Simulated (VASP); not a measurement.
# LaC2: structure and properties in VASP, part 3 of 5

Wanted: the relaxed cell of LaC2 and its properties. The start is a cell from a database of measured crystal structures.

VASP 6.6.1; LDA; plane waves and PAW (La, C).

Still holding for the runs below: This run has no spin polarisation. Its electron count is odd, so without a moment it is a metal by construction.

So far. Step 4 (Density, ELF and potential (LDA)): In this run the pressure is -0.01 GPa, small enough to go on. Step 5 (Band structure (LDA)): There is no gap at this level.

## Step 6: Total and projected DOS (LDA)

Here the states are counted by energy and projected on the atoms. The mesh is finer than in the run before.

File INCAR:

```
SYSTEM = LaC2
PREC = Accurate
ENCUT = 520
EDIFF = 1E-06
NELM = 100
ISMEAR = -5
SIGMA = 0.05
LREAL = .FALSE.
ALGO = Normal
GGA = CA
NBANDS = 22
LASPH = .TRUE.
LORBIT = 11
LWAVE = .FALSE.
LCHARG = .FALSE.
KPAR = 2
NEDOS = 2001
```

File POSCAR:

```
LaC2
1.0
   -1.9302297104      1.9302297104      3.2468867917
    1.9302297104     -1.9302297104      3.2468867917
    1.9302297104      1.9302297104     -3.2468867917
La C
1 2
Direct
    0.0000000000      0.0000000000      0.0000000000
    0.4009451034      0.4009451034      0.0000000000
    0.5990548966      0.5990548966      0.0000000000
```

File KPOINTS:

```
Automatic mesh
0
Gamma
12 12 12
0 0 0
```

PAW data sets: La and C (LDA family, release 64).

Run with:

```console
> mpirun -np 2 vasp_std
```

Output:

```text
[... set-up lines as in an earlier step ...]
 entering main loop
       N       E                     dE             d eps       ncg     rms          rms(c)
DAV:   1     0.128277619369E+03    0.12828E+03   -0.70136E+03  8308   0.117E+03
DAV:   2    -0.110982599214E+02   -0.13938E+03   -0.11540E+03  8076   0.207E+02
DAV:   3    -0.276940870063E+02   -0.16596E+02   -0.16036E+02  9244   0.812E+01
DAV:   4    -0.289414331417E+02   -0.12473E+01   -0.12428E+01 11656   0.200E+01
DAV:   5    -0.289635578716E+02   -0.22125E-01   -0.22072E-01  9842   0.217E+00    0.852E+00
DAV:   6    -0.262482223302E+02    0.27153E+01   -0.68417E+00 11518   0.133E+01    0.389E+00
DAV:   7    -0.261559420772E+02    0.92280E-01   -0.88936E-01  9968   0.439E+00    0.204E+00
DAV:   8    -0.261348138165E+02    0.21128E-01   -0.10851E-01 11596   0.286E+00    0.433E-01
DAV:   9    -0.261326546932E+02    0.21591E-02   -0.13571E-02 11930   0.897E-01    0.117E-01
DAV:  10    -0.261323637227E+02    0.29097E-03   -0.17197E-03 10450   0.221E-01    0.377E-02
DAV:  11    -0.261323796556E+02   -0.15933E-04   -0.15841E-04 10802   0.776E-02    0.278E-02
DAV:  12    -0.261323824522E+02   -0.27967E-05   -0.10743E-05 10844   0.289E-02    0.829E-03
DAV:  13    -0.261323815153E+02    0.93687E-06   -0.22553E-06  9564   0.153E-02
   1 F= -.26132382E+02 E0= -.26132382E+02  d E =0.000000E+00
 -----------------------------------------------------------------------------
|                                                                             |
|           W    W    AA    RRRRR   N    N  II  N    N   GGGG   !!!           |
|           W    W   A  A   R    R  NN   N  II  NN   N  G    G  !!!           |
|           W    W  A    A  R    R  N N  N  II  N N  N  G       !!!           |
|           W WW W  AAAAAA  RRRRR   N  N N  II  N  N N  G  GGG   !            |
|           WW  WW  A    A  R   R   N   NN  II  N   NN  G    G                |
|           W    W  A    A  R    R  N    N  II  N    N   GGGG   !!!           |
|                                                                             |
|     Tetrahedron method does not include variations of the Fermi             |
|     occupations, so forces and stress will be inaccurate. We suggest        |
|     using a different smearing scheme ISMEAR = 1 or 2 for metals in         |
|     relaxations.                                                            |
|                                                                             |
 -----------------------------------------------------------------------------
```

It took 40 s on 2 MPI ranks of Intel Xeon Platinum 8488C (Sapphire Rapids), shared host; peak memory 0.59 GiB; 76 s of CPU time.

From OUTCAR (step 6):

```text
   k-points           NKPTS =    163   k-points in BZ     NKDIM =    163   number of bands    NBANDS=     22

   NELECT =      19.0000    total number of electrons

 E-fermi :   7.5400

 k-point     1 :       0.0000    0.0000    0.0000
  band No.  band energies     occupation
    ...
      7       2.8224      2.00000
      8       4.3863      2.00000
      9       4.3863      2.00000
     10       7.4235      2.01000
     11       7.4235      1.76512
     12       8.0606      0.00000
     13       9.5446      0.00000
     14      10.2284      0.00000
     15      10.3038      0.00000
     16      10.3038      0.00000
    ...

  Total       -0.0119820     -0.0119820      0.0329959      0.0000000     -0.0000000      0.0000000
  in kB       -0.3967312     -0.3967312      1.0925098      0.0000000     -0.0000000      0.0000000
  external PRESSURE =       0.0996825 kB  Pullay stress =       0.0000000 kB

 POSITION                                       TOTAL-FORCE (eV/Angst)
 -----------------------------------------------------------------------------------
      0.00000      0.00000      0.00000         0.000000      0.000000     -0.000000
      0.00000      0.00000      2.60365        -0.000000     -0.000000     -0.021610
      0.00000      0.00000      3.89013        -0.000000     -0.000000      0.021610
 -----------------------------------------------------------------------------------
    total drift:                                0.000000      0.000000      0.000000

  FREE ENERGIE OF THE ION-ELECTRON SYSTEM (eV)
  ---------------------------------------------------
  free  energy   TOTEN  =       -26.1323815153 eV

  energy  without entropy=      -26.1323815153  energy(sigma->0) =      -26.13238152

[... 6 parts as in an earlier step ...]

[... 10 further parts left out ...]
```

With tetrahedra the forces and stress of a metal are not exact derivatives of the energy.

Numbers from this step:

```
irreducible k points   : 163
free energy (TOTEN)    : -26.13 eV
Fermi energy           : 7.54 eV
pressure               : 0.009968 GPa
DOS at the Fermi level : 1.004 states/eV/cell
```

The density of states has structure finer than the step of the table below, so its rows give means over 1 eV, whole bins alone (the curve runs from -12.0 to 3.04 eV). Peaks (eV: height): total -3.6: 4.13, 2.6: 23.9, 3.0: 8.17; La f 2.6: 22.7; C p -4.6: 1.16, -3.6: 1.65, -2.1: 1.92, 1.5: 0.371; La d -6.2: 0.118, -4.6: 0.274, 0.8: 0.293; La p -5.3: 0.115, -3.6: 0.275, -2.1: 0.236.

States under -12.0 eV and over 3.0 eV are left out. The density of states by energy, zero at the Fermi level; means over each step; values in states/eV/cell:

```tsv
energy (eV)	total	La f	C p	La d	La p	C s
-8	0	0	0	0	0	0
-7	0.00932	0	0.00101	5.7e-4	4.9e-5	0.00247
-6	1.42	0.00958	0.162	0.0727	0.0382	0.404
-5	1.68	0.0166	0.445	0.105	0.0487	0.207
-4	2.55	0.0336	0.987	0.159	0.112	0.0285
-3	1.54	0.0307	0.675	0.0861	0.0673	0.0356
-2	0.954	0.0272	0.420	0.0531	0.0468	0.0245
-1	0.438	0.0261	0.0695	0.0926	3.5e-4	0.00516
0	0.994	0.120	0.140	0.215	0.00200	0.00940
1	1.71	0.515	0.224	0.267	0.00715	0.00747
2	4.04	3.11	0.155	0.169	0.00936	0.00241
```

The finer mesh and the other smearing move the Fermi level by +0.05 eV from the 8×8×8 run, one measure of the sampling error in the zero of the bands above. Of the states within 0.3 eV of the Fermi level, the largest shares in the PAW spheres are La d 22 %, C p 14 % and La f 12 %. The rest lies in smaller channels or between the spheres.

## Step 7: Volume scan with LDA, volume scale 0.94

An equation of state needs energies on both sides of the minimum, all on one mesh and cutoff.

File INCAR:

```
SYSTEM = LaC2
PREC = Accurate
ENCUT = 520
EDIFF = 1E-06
NELM = 100
ISMEAR = 0
SIGMA = 0.05
LREAL = .FALSE.
ALGO = Normal
GGA = CA
NBANDS = 15
LASPH = .TRUE.
LORBIT = 11
LWAVE = .FALSE.
LCHARG = .FALSE.
KPAR = 2
ISIF = 2
```

File POSCAR:

```
LaC2
1.0
   -1.8908262109      1.8908262109      3.1806051977
    1.8908262109     -1.8908262109      3.1806051977
    1.8908262109      1.8908262109     -3.1806051977
La C
1 2
Direct
    0.0000000000      0.0000000000      0.0000000000
    0.4009451034      0.4009451034      0.0000000000
    0.5990548966      0.5990548966      0.0000000000
```

File KPOINTS:

```
Automatic mesh
0
Gamma
8 8 8
0 0 0
```

Run with:

```console
> mpirun -np 2 vasp_std
```

Output:

```text
[... set-up lines as in an earlier step ...]
 entering main loop
       N       E                     dE             d eps       ncg     rms          rms(c)
DAV:   1     0.154852406440E+03    0.15485E+03   -0.72854E+03  1826   0.176E+03
DAV:   2    -0.462083338993E+01   -0.15947E+03   -0.15281E+03  2438   0.259E+02
DAV:   3    -0.280976772794E+02   -0.23477E+02   -0.22405E+02  3021   0.124E+02
DAV:   4    -0.290620563158E+02   -0.96438E+00   -0.96003E+00  2636   0.256E+01
DAV:   5    -0.291180326634E+02   -0.55976E-01   -0.55963E-01  2877   0.558E+00    0.904E+00
DAV:   6    -0.261825522754E+02    0.29355E+01   -0.11188E+01  2767   0.207E+01    0.416E+00
DAV:   7    -0.260815886610E+02    0.10096E+00   -0.11886E+00  2784   0.722E+00    0.220E+00
DAV:   8    -0.260597550221E+02    0.21834E-01   -0.22362E-01  3214   0.485E+00    0.483E-01
DAV:   9    -0.260544736963E+02    0.52813E-02   -0.33689E-02  3051   0.156E+00    0.151E-01
DAV:  10    -0.260543675348E+02    0.10616E-03   -0.25438E-03  2952   0.457E-01    0.399E-02
DAV:  11    -0.260543782753E+02   -0.10740E-04   -0.15488E-04  2774   0.890E-02    0.235E-02
DAV:  12    -0.260543808328E+02   -0.25575E-05   -0.35597E-05  3103   0.601E-02    0.586E-03
DAV:  13    -0.260543805497E+02    0.28306E-06   -0.26581E-06  2200   0.158E-02
   1 F= -.26054381E+02 E0= -.26053746E+02  d E =-.126888E-02
```

Elapsed: 12 s, on 2 MPI ranks; peak memory 0.36 GiB.

From OUTCAR (step 7):

```text
   ENCUT  =  520.0 eV  38.22 Ry    6.18 a.u.   7.73  7.73  7.73*2*pi/ulx,y,z

   NELECT =      19.0000    total number of electrons

 E-fermi :   8.0424

 k-point     1 :       0.0000    0.0000    0.0000
  band No.  band energies     occupation
    ...
      7       3.4883      2.00000
      8       4.8905      2.00000
      9       4.8905      2.00000
     10       7.9684      1.96362
     11       7.9684      1.96362
     12       8.6478      0.00000
     13      10.3281      0.00000
     14      11.1446      0.00000
     15      11.2325      0.00000

  Total        1.8681086      1.8681086      4.5550670      0.0000000     -0.0000000      0.0000000
  in kB       65.8020963     65.8020963    160.4472820      0.0000000     -0.0000000      0.0000000
  external PRESSURE =      97.3504915 kB  Pullay stress =       0.0000000 kB

 POSITION                                       TOTAL-FORCE (eV/Angst)
 -----------------------------------------------------------------------------------
      0.00000      0.00000      0.00000        -0.000000     -0.000000     -0.000000
      0.00000      0.00000      2.55050         0.000000      0.000000     -1.488523
      0.00000      0.00000      3.81071         0.000000      0.000000      1.488523
 -----------------------------------------------------------------------------------
    total drift:                                0.000000      0.000000      0.000000

  FREE ENERGIE OF THE ION-ELECTRON SYSTEM (eV)
  ---------------------------------------------------
  free  energy   TOTEN  =       -26.0543805497 eV

  energy  without entropy=      -26.0531116657  energy(sigma->0) =      -26.05374611

[... 3 parts as in an earlier step ...]

[... 13 further parts left out ...]
```

The scan keeps the cell's shape and the fractional positions fixed.

This step gave:

```yaml
bands: 15
irreducible_k_points: 59
free_energy_toten: -26.05 eV
energy_at_zero_smearing: -26.05 eV
fermi_energy: 8.042 eV
pressure: 9.735 GPa
```

Force by atom:

```tsv
atom	x (eV/Å)	y (eV/Å)	z (eV/Å)	size
La1	0.00	0.00	0.00	0.00
C2	0.00	0.00	-1.49	1.49
C3	0.00	0.00	1.49	1.49
```

The pressure here is 9.74 GPa.

## Step 8: Volume scan with LDA, volume scale 0.96

INCAR is that of step 7.

File POSCAR:

```
LaC2
1.0
   -1.9041423272      1.9041423272      3.2030045639
    1.9041423272     -1.9041423272      3.2030045639
    1.9041423272      1.9041423272     -3.2030045639
La C
1 2
Direct
    0.0000000000      0.0000000000      0.0000000000
    0.4009451034      0.4009451034      0.0000000000
    0.5990548966      0.5990548966      0.0000000000
```

KPOINTS is that of step 7.

Run with:

```console
> mpirun -np 2 vasp_std
```

Output:

```text
[... set-up lines as in an earlier step ...]
 entering main loop
       N       E                     dE             d eps       ncg     rms          rms(c)
DAV:   1     0.153188371517E+03    0.15319E+03   -0.71665E+03  1802   0.173E+03
DAV:   2    -0.254640982784E+01   -0.15573E+03   -0.14777E+03  2377   0.257E+02
DAV:   3    -0.278395495838E+02   -0.25293E+02   -0.23429E+02  3027   0.126E+02
DAV:   4    -0.289940516643E+02   -0.11545E+01   -0.11495E+01  2566   0.282E+01
DAV:   5    -0.290808540253E+02   -0.86802E-01   -0.86787E-01  2918   0.642E+00    0.886E+00
DAV:   6    -0.262231818866E+02    0.28577E+01   -0.11052E+01  2760   0.204E+01    0.406E+00
DAV:   7    -0.261291413284E+02    0.94041E-01   -0.11548E+00  2724   0.711E+00    0.214E+00
DAV:   8    -0.261074322209E+02    0.21709E-01   -0.21190E-01  3167   0.474E+00    0.471E-01
DAV:   9    -0.261026635167E+02    0.47687E-02   -0.31442E-02  3084   0.148E+00    0.146E-01
DAV:  10    -0.261025467842E+02    0.11673E-03   -0.24038E-03  3001   0.448E-01    0.383E-02
DAV:  11    -0.261025568831E+02   -0.10099E-04   -0.13065E-04  2774   0.803E-02    0.226E-02
DAV:  12    -0.261025593379E+02   -0.24548E-05   -0.32413E-05  3190   0.560E-02    0.528E-03
DAV:  13    -0.261025591137E+02    0.22423E-06   -0.20502E-06  2044   0.142E-02
   1 F= -.26102559E+02 E0= -.26101944E+02  d E =-.123033E-02
```

Wall time 12 s (2 MPI ranks); peak memory 0.36 GiB.

Parts of OUTCAR (step 8):

```text
   ENCUT  =  520.0 eV  38.22 Ry    6.18 a.u.   7.78  7.78  7.78*2*pi/ulx,y,z

   NELECT =      19.0000    total number of electrons

 E-fermi :   7.8510

 k-point     1 :       0.0000    0.0000    0.0000
  band No.  band energies     occupation
    ...
      7       3.2576      2.00000
      8       4.7144      2.00000
      9       4.7144      2.00000
     10       7.7799      1.95561
     11       7.7799      1.95561
     12       8.4462      0.00000
     13      10.0589      0.00000
     14      10.8276      0.00000
     15      10.9114      0.00000

  Total        1.2038561      1.2038561      2.9452056      0.0000000     -0.0000000      0.0000000
  in kB       41.5210954     41.5210954    101.5803812      0.0000000     -0.0000000      0.0000000
  external PRESSURE =      61.5408573 kB  Pullay stress =       0.0000000 kB

 POSITION                                       TOTAL-FORCE (eV/Angst)
 -----------------------------------------------------------------------------------
      0.00000      0.00000      0.00000         0.000000      0.000000      0.000000
      0.00000      0.00000      2.56846        -0.000000     -0.000000     -0.960149
      0.00000      0.00000      3.83755        -0.000000     -0.000000      0.960149
 -----------------------------------------------------------------------------------
    total drift:                                0.000000      0.000000      0.000000

  FREE ENERGIE OF THE ION-ELECTRON SYSTEM (eV)
  ---------------------------------------------------
  free  energy   TOTEN  =       -26.1025591137 eV

  energy  without entropy=      -26.1013287883  energy(sigma->0) =      -26.10194395

[... 3 parts as in an earlier step ...]

[... 13 further parts left out ...]
```

Numbers from this step:

- free energy (TOTEN): -26.10 eV
- energy at zero smearing: -26.10 eV
- Fermi energy: 7.851 eV
- pressure: 6.154 GPa

Force by atom:

```tsv
atom	x (eV/Å)	y (eV/Å)	z (eV/Å)	size
La1	0.000	0.000	0.000	0.000
C2	0.000	0.000	-0.960	0.960
C3	0.000	0.000	0.960	0.960
```

The pressure falls from 9.74 to 6.15 GPa.

The run ends at a pressure of 6.15 GPa, with forces up to 0.96 eV/Å.

## Step 9: Volume scan with LDA, volume scale 0.98

INCAR is that of step 8.

File POSCAR:

```
LaC2
1.0
   -1.9172747582      1.9172747582      3.2250949486
    1.9172747582     -1.9172747582      3.2250949486
    1.9172747582      1.9172747582     -3.2250949486
La C
1 2
Direct
    0.0000000000      0.0000000000      0.0000000000
    0.4009451034      0.4009451034      0.0000000000
    0.5990548966      0.5990548966      0.0000000000
```

KPOINTS is that of step 8.

Run with:

```console
> mpirun -np 2 vasp_std
```

Output:

```text
[... set-up lines as in an earlier step ...]
 entering main loop
       N       E                     dE             d eps       ncg     rms          rms(c)
DAV:   1     0.153954492499E+03    0.15395E+03   -0.71834E+03  1826   0.173E+03
DAV:   2    -0.339242175474E+01   -0.15735E+03   -0.15029E+03  2460   0.255E+02
DAV:   3    -0.279092873146E+02   -0.24517E+02   -0.23336E+02  3086   0.121E+02
DAV:   4    -0.289524991846E+02   -0.10432E+01   -0.10378E+01  2645   0.261E+01
[...]
DAV:  11    -0.261301452993E+02   -0.99809E-05   -0.11890E-04  2746   0.768E-02    0.228E-02
DAV:  12    -0.261301478547E+02   -0.25554E-05   -0.28096E-05  3224   0.537E-02    0.493E-03
DAV:  13    -0.261301476470E+02    0.20769E-06   -0.17877E-06  2071   0.136E-02
   1 F= -.26130148E+02 E0= -.26129549E+02  d E =-.119688E-02
```

It took 12 s on 2 MPI ranks; peak memory 0.36 GiB; 22 s of CPU time.

Parts of OUTCAR (step 9):

```text
  Total        0.5829537      0.5829537      1.4267600      0.0000000      0.0000000     -0.0000000
  in kB       19.6957902     19.6957902     48.2048008      0.0000000      0.0000000     -0.0000000
  external PRESSURE =      29.1987938 kB  Pullay stress =       0.0000000 kB

 POSITION                                       TOTAL-FORCE (eV/Angst)
 -----------------------------------------------------------------------------------
      0.00000      0.00000      0.00000        -0.000000     -0.000000      0.000000
      0.00000      0.00000      2.58617        -0.000000     -0.000000     -0.464107
      0.00000      0.00000      3.86402         0.000000      0.000000      0.464107
 -----------------------------------------------------------------------------------
    total drift:                                0.000000      0.000000      0.000000

  FREE ENERGIE OF THE ION-ELECTRON SYSTEM (eV)
  ---------------------------------------------------
  free  energy   TOTEN  =       -26.1301476470 eV

  energy  without entropy=      -26.1289507638  energy(sigma->0) =      -26.12954921

[... 1 part as in an earlier step ...]

[... 2 further parts left out ...]
[key lines of the parts left out:]
E-fermi :   7.6665
```

The pressure falls from 6.15 to 2.92 GPa.

The run ends at a pressure of 2.92 GPa, with forces up to 0.46 eV/Å.

## Step 10: Volume scan with LDA, volume scale 1

INCAR is that of step 9.

File POSCAR:

```
LaC2
1.0
   -1.9302297104      1.9302297104      3.2468867917
    1.9302297104     -1.9302297104      3.2468867917
    1.9302297104      1.9302297104     -3.2468867917
La C
1 2
Direct
    0.0000000000      0.0000000000      0.0000000000
    0.4009451034      0.4009451034      0.0000000000
    0.5990548966      0.5990548966      0.0000000000
```

KPOINTS is that of step 9.

Run with:

```console
> mpirun -np 2 vasp_std
```

Output:

```text
[... set-up lines as in an earlier step ...]
 entering main loop
       N       E                     dE             d eps       ncg     rms          rms(c)
[... 13 cycles as in an earlier step ...]
   1 F= -.26139137E+02 E0= -.26138553E+02  d E =-.116754E-02
```

Wall time 12 s (2 MPI ranks); peak memory 0.36 GiB; 22 s of CPU time.

Parts of OUTCAR (step 10):

```text
[... 6 parts as in an earlier step ...]

[... 1 further part left out ...]
[key lines of the parts left out:]
E-fermi :   7.4885
```

The pressure falls from 2.92 to 0.00 GPa.

The run ends at a pressure of 0.00 GPa, with forces up to 0.0012 eV/Å.

[end of part 3 of 5]

[Lines on the potential files, build, host, timing and source positions are cut from VASP's logs without a mark.]

[Logs are printed without paths, hosts, clocks, repeated set-up lines and the standing remarks that a program may print on its own settings, such as how far it seeks lower states.]

[Hosts, paths, dates, database ids (printed as entryN), source tags and the programs' standing remarks are cut or masked in the printed files.]

[A measured line is paired with the nearest computed mode of its activity, which favours agreement.]
